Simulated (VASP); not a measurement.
```
AuZn
1.0
    3.15000     0.00000     0.00000
    0.00000     3.15000     0.00000
    0.00000     0.00000     3.15000
Zn Au
1 1
Direct
  0.50000   0.50000   0.50000
  0.00000   0.00000   0.00000
```

Computed with PBE GGA + U (Dudarev), VASP's PBE PAW potentials (set 64) (plane waves; VASP). Settings: 400 eV cut-off, 10×10×10 Γ-centred mesh, first-order Methfessel-Paxton smearing of 0.10 eV, potentials Zn Au, U − J: Zn 4.00 eV.

Problem. Give the stress tensor in GPa (positive for a compressed cell).

Solution. 
```
2.16  0.00  0.00
0.00  2.16  0.00
0.00  0.00  2.16
```
The pressure is its mean diagonal, 2.16 GPa.

The compound is AuZn in the CsCl type structure. The cell was not relaxed at this level. The run is one of a series of settings (LDAU = .TRUE., LDAUJ = 0 0, LDAUL = 2 -1, LDAUTYPE = 2, LDAUU = 4.0 0 against the base run), some of them coarse on purpose. The electron count is odd and the run is not spin-polarised, which forces a metal.
